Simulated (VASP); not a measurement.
Input:

```
CELL_PARAMETERS angstrom
      3.10024     0.00000     0.00000
      0.00000     3.10024     0.00000
      0.00000     0.00000     3.10024
ATOMIC_POSITIONS crystal
  Zn 0.50000 0.50000 0.50000
  Au 0.00000 0.00000 0.00000
```

These are LDA (Ceperley-Alder, Perdew-Zunger), VASP's LDA PAW potentials (set 64) (plane waves; VASP) values and carry that method's errors. Run with 520 eV cut-off, 11×11×11 Γ-centred mesh, first-order Methfessel-Paxton smearing of 0.10 eV, potentials Zn Au.

Unless said otherwise, spin-orbit coupling is left out, though it shifts the bands of the heavy elements here.

Q: What does the run give for the energy per atom (σ→0), band gap (on the k-mesh) with the smallest direct gap where there is one?

A: 
```
Property                                                     Value
------------------------  ----------------------------------------
band gap (on the k-mesh)  none (metal, semimetal or under 0.01 eV)
energy per atom (σ→0)                               -3.379 eV/atom
```

The compound is AuZn in the CsCl type structure. It was relaxed first. The start is the result of an earlier pass. The electron count is odd and the run is not spin-polarised, which forces a metal.
